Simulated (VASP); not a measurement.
Given:

```xyz
3
Lattice="4.5729 0.0000 0.0000 -2.2865 3.9603 0.0000 0.0000 0.0000 2.5633" Properties=species:S:1:pos:R:3 pbc="T T T"
P      0.0000     0.0000     0.0000
P      0.0000     2.6402     1.2817
P      2.2865     1.3201     1.2817
```

These are PBEsol GGA, VASP's PBE PAW potentials (set 64) (plane waves; VASP 6.6.1) values and carry that method's errors. Run with 480 eV cut-off, 8×8×12 Γ-centred mesh, first-order Methfessel-Paxton smearing of 0.10 eV, potentials P.

### Question
Give the stress tensor in GPa (positive for a compressed cell).

### Answer

```
-9.76   0.00   0.00
 0.00  -9.76   0.00
 0.00   0.00  -9.33
```
The pressure is its mean diagonal, -9.62 GPa.

The structure was generated: P was put into the omega type (P6/mmm), which need not be its known phase. This cell was strained or had an atom moved on purpose.
